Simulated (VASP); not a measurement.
OSZICAR of a VASP run on ZrB₂ (AlB2 type):

### OSZICAR
```
       N       E                     dE             d eps       ncg     rms          rms(c)
DAV:   1     0.409876565488E+03    0.40988E+03   -0.82197E+07  2080   0.159E+08
DAV:   2    -0.150956055892E+06   -0.15137E+06   -0.13619E+06  3736   0.653E+02
DAV:   3    -0.166840393811E+05    0.13427E+06   -0.16632E+05  3512   0.228E+04
DAV:   4    -0.105277078522E+05    0.61563E+04   -0.83554E+04  3440   0.419E+03
DAV:   5    -0.879112946773E+04    0.17366E+04   -0.84180E+04  3520   0.175E+03    0.172E+02
DAV:   6    -0.564625070378E+01    0.87855E+04   -0.33906E+03  2223   0.535E+02    0.544E+01
DAV:   7    -0.170515737610E+02   -0.11405E+02   -0.77251E+01  2644   0.675E+01    0.396E+01
DAV:   8    -0.173349399159E+02   -0.28337E+00   -0.60793E+00  2860   0.145E+01    0.388E+01
DAV:   9    -0.182195718859E+02   -0.88463E+00   -0.92359E-01  2516   0.118E+01    0.377E+01
DAV:  10    -0.176742760842E+02    0.54530E+00   -0.19172E+00  3012   0.104E+01    0.385E+01
DAV:  11    -0.177041575192E+02   -0.29881E-01   -0.95007E+00  2120   0.325E+01    0.179E+01
DAV:  12    -0.170086240395E+02    0.69553E+00   -0.16014E+00  2408   0.155E+01    0.152E+01
DAV:  13    -0.166201028255E+02    0.38852E+00   -0.36892E-01  2240   0.893E+00    0.107E+01
DAV:  14    -0.166332015772E+02   -0.13099E-01   -0.62813E-01  2120   0.102E+01    0.336E+00
DAV:  15    -0.168051351472E+02   -0.17193E+00   -0.48758E-01  2435   0.715E+00    0.326E-01
DAV:  16    -0.164334279233E+02    0.37171E+00   -0.47865E-01  2080   0.102E+01    0.351E-01
DAV:  17    -0.165882681998E+02   -0.15484E+00   -0.17064E-01  2135   0.504E+00    0.247E-01
DAV:  18    -0.166364567856E+02   -0.48189E-01   -0.30807E-02  2300   0.221E+00    0.179E-01
DAV:  19    -0.166406341481E+02   -0.41774E-02   -0.97695E-04  2678   0.306E-01    0.185E-01
DAV:  20    -0.166387308797E+02    0.19033E-02   -0.24223E-03  2568   0.416E-01    0.304E-01
DAV:  21    -0.166416355084E+02   -0.29046E-02   -0.30525E-03  2220   0.627E-01    0.119E-01
DAV:  22    -0.166418428128E+02   -0.20730E-03   -0.92877E-05  3269   0.104E-01    0.127E-01
DAV:  23    -0.166418563763E+02   -0.13563E-04   -0.45365E-05  2591   0.548E-02    0.119E-01
DAV:  24    -0.166417887619E+02    0.67614E-04   -0.27973E-04  2620   0.144E-01    0.470E-02
DAV:  25    -0.166417911854E+02   -0.24235E-05   -0.19286E-05  2738   0.489E-02    0.472E-02
DAV:  26    -0.166418291032E+02   -0.37918E-04   -0.15553E-05  2872   0.418E-02    0.414E-02
DAV:  27    -0.166418246861E+02    0.44171E-05   -0.12459E-05  2653   0.379E-02    0.257E-02
DAV:  28    -0.166418394708E+02   -0.14785E-04   -0.69211E-06  2620   0.237E-02    0.212E-02
DAV:  29    -0.166418406453E+02   -0.11745E-05   -0.10305E-05  2614   0.224E-02    0.170E-02
DAV:  30    -0.166418447712E+02   -0.41259E-05   -0.66982E-06  2841   0.264E-02    0.180E-03
DAV:  31    -0.166418453672E+02   -0.59596E-06   -0.41895E-07  2178   0.657E-03    0.145E-03
DAV:  32    -0.166418449746E+02    0.39256E-06   -0.33516E-08  1165   0.199E-03    0.900E-04
DAV:  33    -0.166418452421E+02   -0.26751E-06   -0.22299E-08  1130   0.167E-03    0.115E-03
DAV:  34    -0.166418451278E+02    0.11430E-06   -0.20331E-08  1095   0.140E-03    0.232E-04
DAV:  35    -0.166418451256E+02    0.22210E-08   -0.59528E-09  1095   0.735E-04
   1 F= -.16641845E+02 E0= -.16641868E+02  d E =-.166418E+02
       N       E                     dE             d eps       ncg     rms          rms(c)
DAV:   1    -0.166421106508E+02   -0.26552E-03   -0.14394E-02  2210   0.120E+00    0.840E-02
DAV:   2    -0.166419573511E+02    0.15330E-03   -0.34314E-04  2350   0.167E-01    0.457E-02
DAV:   3    -0.166418982924E+02    0.59059E-04   -0.18100E-04  2350   0.119E-01    0.103E-02
DAV:   4    -0.166419283138E+02   -0.30021E-04   -0.17883E-05  2335   0.505E-02    0.558E-03
DAV:   5    -0.166419301603E+02   -0.18464E-05   -0.18979E-06  2311   0.168E-02    0.179E-03
DAV:   6    -0.166419304988E+02   -0.33851E-06   -0.63919E-07  2340   0.104E-02    0.113E-03
DAV:   7    -0.166419306636E+02   -0.16486E-06   -0.12338E-07  1473   0.455E-03    0.254E-04
DAV:   8    -0.166419306812E+02   -0.17600E-07   -0.24775E-08  1130   0.189E-03
   2 F= -.16641931E+02 E0= -.16641955E+02  d E =-.855556E-04
```

**Question.** Which electronic solver shows in the log?

**Answer.** It is blocked Davidson (ALGO = Normal, or the opening steps of other solvers). The INCAR had ALGO = Normal.

**Question.** Can the final energy be trusted as converged?

**Answer.** The run converged. It stopped with EDIFF = 1E-7, NELM = 100, NSW = 30 and EDIFFG = -0.01 after 2 ionic steps (revTPSS meta-GGA, plane waves, VASP's PBE PAW potentials (set 64)).

The compound is ZrB2 in the AlB2 type structure. This cell is one point of a volume scan, at 1.06 of the reference volume. Symmetry was kept, so distortions that lower it aren't found.
